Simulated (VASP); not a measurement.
Level of theory: vdW-DF-cx, VASP's PBE PAW potentials (set 64) (plane waves; VASP).

Input for VASP

**KPOINTS**
```
Automatic mesh
0
G
9 9 7
0 0 0
```

### INCAR
```
AGGAC = 0.0
ALGO = Normal
EDIFF = 1E-6
EDIFFG = -0.02
ENCUT = 520
GGA = CX
IBRION = 2
ISIF = 3
ISMEAR = 1
LASPH = T
LCHARG = F
LREAL = F
LUSE_VDW = T
LWAVE = F
NELM = 100
NSW = 60
PREC = Accurate
SIGMA = 0.1
SYSTEM = P
```

**POSCAR**
```
P
1
    1.6653208119    -5.1595737970    -0.0000000000
    1.6653208119     5.1595737970     0.0000000000
    0.0000000000    -0.0000000000     4.2382439819
P
4
Direct
  0.1053079042   0.8946920958   0.9261825243
  0.3946920958   0.6053079042   0.4261825243
  0.6053079042   0.3946920958   0.5738174757
  0.8946920958   0.1053079042   0.0738174757
```

POTCAR, in this order: P (PBE.64 set). Program: vasp_std.

The run wrote:

### OSZICAR
```
       N       E                     dE             d eps       ncg     rms          rms(c)
DAV:   1     0.686357124607E+02    0.68636E+02   -0.85846E+03  2800   0.122E+03
DAV:   2    -0.126032490589E+02   -0.81239E+02   -0.78807E+02  3662   0.175E+02
DAV:   3    -0.167874652735E+02   -0.41842E+01   -0.41601E+01  3822   0.422E+01
DAV:   4    -0.168407241522E+02   -0.53259E-01   -0.53187E-01  3538   0.567E+00
DAV:   5    -0.168418426374E+02   -0.11185E-02   -0.11179E-02  3914   0.727E-01    0.989E+00
DAV:   6    -0.167720732339E+02    0.69769E-01   -0.50637E-02  3520   0.141E+00    0.589E+00
DAV:   7    -0.167435759921E+02    0.28497E-01   -0.90341E-02  3598   0.192E+00    0.244E-01
DAV:   8    -0.167432561240E+02    0.31987E-03   -0.84572E-03  3430   0.640E-01    0.134E-01
DAV:   9    -0.167432986781E+02   -0.42554E-04   -0.35751E-04  3832   0.137E-01    0.695E-02
DAV:  10    -0.167433067341E+02   -0.80560E-05   -0.51829E-05  3448   0.459E-02    0.258E-02
DAV:  11    -0.167433111840E+02   -0.44499E-05   -0.74106E-06  3508   0.243E-02    0.100E-02
DAV:  12    -0.167433113505E+02   -0.16652E-06   -0.29512E-07  2192   0.415E-03
   1 F= -.16743311E+02 E0= -.16743178E+02  d E =-.167433E+02
```

### OUTCAR
```
------------------------ aborting loop because EDIFF is reached ----------------------------------------
  FORCE on cell =-STRESS in cart. coord.  units (eV):
  Direction    XX          YY          ZZ          XY          YZ          ZX
  --------------------------------------------------------------------------------------
  Total        0.0117190     -0.0006563      0.0103783      0.0000000      0.0000000      0.0000000
  in kB        0.2577939     -0.0144381      0.2283012      0.0000000      0.0000000      0.0000000
  external PRESSURE =       0.1572190 kB  Pullay stress =       0.0000000 kB
  volume of cell :       72.83
      direct lattice vectors                 reciprocal lattice vectors
     1.665320812 -5.159573797  0.000000000     0.300242450 -0.096907229  0.000000000
     1.665320812  5.159573797  0.000000000     0.300242450  0.096907229  0.000000000
     0.000000000  0.000000000  4.238243982     0.000000000  0.000000000  0.235946775
 POSITION                                       TOTAL-FORCE (eV/Angst)
 -----------------------------------------------------------------------------------
      1.66532      4.07289      3.92539         0.000000      0.002949      0.003868
      1.66532      1.08669      1.80627         0.000000     -0.002949      0.003868
      1.66532     -1.08669      2.43198         0.000000      0.002949     -0.003868
      1.66532     -4.07289      0.31286         0.000000     -0.002949     -0.003868
 -----------------------------------------------------------------------------------
    total drift:                                0.000000     -0.000000      0.000000
  FREE ENERGIE OF THE ION-ELECTRON SYSTEM (eV)
  ---------------------------------------------------
  free  energy   TOTEN  =       -16.7433113505 eV

  energy  without entropy=      -16.7429120306  energy(sigma->0) =      -16.74317824

 reached required accuracy - stopping structural energy minimisation
```
(Selected blocks of OUTCAR.)

The compound is P in the black structure. It was relaxed first. The start is the result of an earlier pass.
